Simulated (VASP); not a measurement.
Here is a VASP 6.6.1 calculation.

INCAR

```
PREC = Accurate ; ENCUT = 520
EDIFF = 1E-7 ; ISMEAR = 0
SIGMA = 0.02 ; LREAL = F
LASPH = T ; NELM = 100
ALGO = Fast ; ISIF = 3
LWAVE = F ; LCHARG = F
GGA = PE ; IBRION = 2
NSW = 80 ; EDIFFG = -0.002
```

The input KPOINTS:

```
Automatic mesh
0
Gamma
  4 4 4
```

Contents of POSCAR:

```
Sn
1.0
    0.0000000000      3.2333428000      3.2333428000
    3.2333428000      0.0000000000      3.2333428000
    3.2333428000      3.2333428000      0.0000000000
Sn
2
Direct
    0.0000000000      0.0000000000      0.0000000000
    0.2500000000      0.2500000000      0.2500000000
```

Potentials or basis: VASP PAW PBE potentials, release 64 (Sn_d).

The run is started by

```console
$ cat potpaw_PBE.64/Sn_d/POTCAR > POTCAR
$ mpirun -np 1 vasp_std > vasp.out
```

Q: Predict the band gap on the k mesh.

A: None (metal or under the smearing width).

Q: What does it give for the relaxed volume?

A: 37.35 Å³/atom.

Q: Estimate the relaxed cell.

A: a = 4.727 Å, b = 4.727 Å, c = 4.727 Å, α = 60.00°, β = 60.00°, γ = 60.00°.

Final structure:
```
CELL_PARAMETERS angstrom
0.00000 3.34266 3.34266
3.34266 0.00000 3.34266
3.34266 3.34266 0.00000
ATOMIC_POSITIONS crystal
Sn 0.00000 0.00000 0.00000
Sn 0.25000 0.25000 0.25000
```

Caveat: the k mesh is coarse (spacing up to 0.42 Å⁻¹), so the values aren't converged; the volume moved by +10 % from the deposited cell, more than functionals usually miss. PBE usually gives volumes a little too large and moduli too small.
